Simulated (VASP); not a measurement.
Input:

```yaml
crystal:
  lattice:
    - [0.00000, 2.18877, 2.18877]
    - [2.18877, 0.00000, 2.18877]
    - [2.18877, 2.18877, 0.00000]
  atoms:
    - { symbol: Al, position: [0.00000, 0.00000, 0.00000] }
    - { symbol: N, position: [0.25000, 0.25000, 0.25000] }
```

Calculation: PBEsol GGA, VASP's PBE PAW potentials (set 64) (plane waves; VASP). Numerical set-up: 520 eV cut-off, 13×13×13 Γ-centred mesh, Gaussian smearing of 0.010 eV, potentials Al N.

**Question.** Estimate the energy per atom (σ→0).

**Answer.** 
The energy per atom (σ→0) is -7806 meV/atom.

The absolute energy has meaning only against runs of the same code, potentials and settings.

The compound is AlN in the zinc blende structure, a metastable form; wurtzite is the usual one. It was relaxed first.
